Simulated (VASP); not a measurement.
Given:

```
CELL_PARAMETERS angstrom
      4.67676     0.00000     0.00000
     -2.33838     4.05019     0.00000
      0.00000     0.00000     7.47940
ATOMIC_POSITIONS crystal
  Sm 0.00000 0.00000 0.50000
  Sm 0.00000 0.00000 0.00000
  Sn 0.66667 0.33333 0.75000
  Sn 0.33333 0.66667 0.25000
  Au 0.66667 0.33333 0.25000
  Au 0.33333 0.66667 0.75000
```

These are PBEsol GGA, VASP's PBE PAW potentials (set 64) (plane waves; VASP 6.6.1) values and carry that method's errors. Run with 400 eV cut-off, Gaussian smearing of 0.050 eV, potentials Sm_3 Sn_d Au.

The 4f electrons are frozen in the core of the lanthanide potential, so 4f levels, which can set the real gap, and their magnetism are missing.

Task: Give the energies of bands 29 to 42 at the high-symmetry points, in eV from the Fermi level.

Result: 
```
band      Γ      M      K      A      L      H
----  -----  -----  -----  -----  -----  -----
29    -4.51  -4.68  -4.32  -4.77  -4.56  -4.34
30    -4.19  -4.47  -4.32  -4.77  -4.56  -4.34
31    -3.89  -4.20  -4.06  -1.29  -4.23  -4.22
32    -1.18  -3.66  -4.06  -1.29  -4.23  -4.22
33    -1.18  -2.41  -3.87  -0.26  -1.85  -2.82
34    -0.08  -1.39  -1.62  -0.26  -1.85  -2.82
35     0.36  -1.17  -1.31  -0.26  -0.20  -0.31
36     0.89  -1.12  -1.31  -0.26  -0.20  -0.31
37     0.89  -0.35   1.02   0.50   0.11   0.35
38     1.19   1.00   1.90   0.50   0.11   0.35
39     1.72   2.02   1.90   1.57   2.46   2.07
40     1.72   2.31   1.93   1.57   2.46   2.07
41     1.81   2.68   1.93   1.57   2.56   3.39
42     1.81   3.36   3.05   1.57   2.59   3.39
```

It has no gap at this level: it comes out as a metal or semimetal.

The structure comes from a computed database's SmSnAu entry (P6_3/mmc); how it stands against other phases isn't given here. It was relaxed first, which changed the volume by -6 %.
